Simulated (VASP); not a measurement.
Sc (hcp) relaxed at rising pressure, in one space group throughout; other phases were not tried. The pressures are those reached. Method: PBEsol GGA, VASP's PBE PAW potentials (set 64) (plane waves; VASP 6.6.1).

| P (GPa) | V (Å³/atom) | k-mesh |
|---|---|---|
| -0.01 | 23.633 | 13×13×7 |
| 4.96 | 21.877 | 13×13×8 |
| 9.96 | 20.559 | 13×13×8 |
| 20.00 | 18.593 | 14×14×8 |
| 30.00 | 17.153 | 14×14×8 |

A change of mesh leaves a small step in the series.

Problem. Fit an equation of state and predict the volume at 45.10 GPa.

Solution. Least squares on the third-order Birch-Murnaghan form, P = (3B0/2)(y⁷ − y⁵)[1 + (3/4)(B′ − 4)(y² − 1)] with y = (V0/V)^(1/3), gives V0 = 23.619 Å³/atom, B0 = 58 GPa and B′ = 3.2, and so 15.533 Å³/atom. The run gave 15.501 Å³/atom, -0.2 % from the fit.

Pressures at which the relaxation failed are left out.

The compound is Sc in the hcp structure.
